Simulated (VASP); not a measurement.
Calculation: MS2 meta-GGA, VASP's PBE PAW potentials (set 64) (plane waves; VASP).

VASP ran on this input.

### KPOINTS
```
Automatic mesh
0
Gamma
7 7 7
0 0 0
```

**INCAR**
```
LMIXTAU=.True.
LCHARG=.False.
NSW=60   ! most ionic steps
EDIFFG=-0.01   ! ionic stop
IBRION=2
SYSTEM=NaI
SIGMA=0.05
METAGGA=MS2
ISIF=3   ! ions, shape and volume
LMAXMIX=4
ISMEAR=0   ! Gaussian
LASPH=.True.
PREC=Accurate
ALGO=Normal   ! blocked Davidson
ENCUT=520   ! plane-wave cut-off (eV)
LREAL=.False.
LWAVE=.False.
NELM=100
EDIFF=1E-6   ! SCF stop (eV)
```

### POSCAR
```
NaI
1.0
  0.0000000000   3.2350000000   3.2350000000
  3.2350000000   0.0000000000   3.2350000000
  3.2350000000   3.2350000000   0.0000000000
Na I
1 1
direct
  0.0000000000   0.0000000000   0.0000000000
  0.5000000000   0.5000000000   0.5000000000
```

POTCAR, in this order: Na_pv I (PBE.64 set). Program: vasp_std.

Unless said otherwise, spin-orbit coupling is left out, though it shifts the bands of the heavy elements here.

### Question
Estimate the energy per atom (σ→0), volume per atom, band gap (on the k-mesh).

### Answer

```yaml
energy per atom (σ→0): -2.045 eV/atom
band gap (on the k-mesh): 4.47 eV
volume_per_atom: 33.22 Å³/atom
```

OSZICAR:
```
...
DAV:   2    -0.409090071881E+01    0.58604E-04   -0.19732E-04   440   0.193E-01    0.477E-02
DAV:   3    -0.409086346346E+01    0.37255E-04   -0.79095E-05   440   0.118E-01    0.304E-02
DAV:   4    -0.409087111655E+01   -0.76531E-05   -0.66345E-06   440   0.297E-02    0.286E-02
DAV:   5    -0.409081298981E+01    0.58127E-04   -0.40235E-05   440   0.103E-01    0.417E-02
DAV:   6    -0.409086936426E+01   -0.56374E-04   -0.60485E-05   440   0.115E-01    0.138E-03
DAV:   7    -0.409087097324E+01   -0.16090E-05   -0.80073E-07   440   0.117E-02    0.882E-04
DAV:   8    -0.409087103185E+01   -0.58609E-07   -0.47493E-09   229   0.911E-04
   4 F= -.40908710E+01 E0= -.40908710E+01  d E =-.230944E-02
```

The compound is NaI in the rock salt structure. This run relaxes it. Symmetry was kept, so distortions that lower it aren't found.
